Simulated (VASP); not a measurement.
Data:

```xyz
1
Lattice="0.0000 1.9314 1.9314 1.9314 0.0000 1.9314 1.9314 1.9314 0.0000" Properties=species:S:1:pos:R:3 pbc="T T T"
Ag     0.0000     0.0000     0.0000
```

All values below come from LDA (Ceperley-Alder, Perdew-Zunger), VASP's LDA PAW potentials (set 64) (plane waves; VASP 6.6.1). Settings: 500 eV cut-off, 16×16×16 Γ-centred mesh, first-order Methfessel-Paxton smearing of 0.10 eV, potentials Ag.

Energy and stress use the plane-wave basis of the starting cell.

Question: The ions, cell shape and volume at an external pressure of 30.0 GPa are relaxed. What does this cell relax into?

Answer: 
```xyz
1
Lattice="0.0000 1.9074 1.9074 1.9074 0.0000 1.9074 1.9074 1.9074 0.0000" Properties=species:S:1:pos:R:3 pbc="T T T"
Ag     0.0000     0.0000     0.0000
```
Space group Fm-3m (225), at a tolerance of 0.03 Å.

Question: How do energy and volume change from the first to the last step?

Answer: The energy (σ→0) changes by +81.9 meV/atom and the volume by -3.7 %, in 4 ionic steps.

```tsv
step	E(σ→0) (eV)	max force (eV/Å)	pressure (GPa)	volume (Å³)
1	-3.6923	0.000	20.00	14.41
2	-3.2479	0.000	64.92	12.61
3	-3.6134	0.000	29.61	13.90
4	-3.6104	0.000	29.95	13.88
```

The compound is Ag in the fcc structure. This run relaxes it under an external pressure of 30 GPa. Symmetry was kept, so distortions that lower it aren't found.
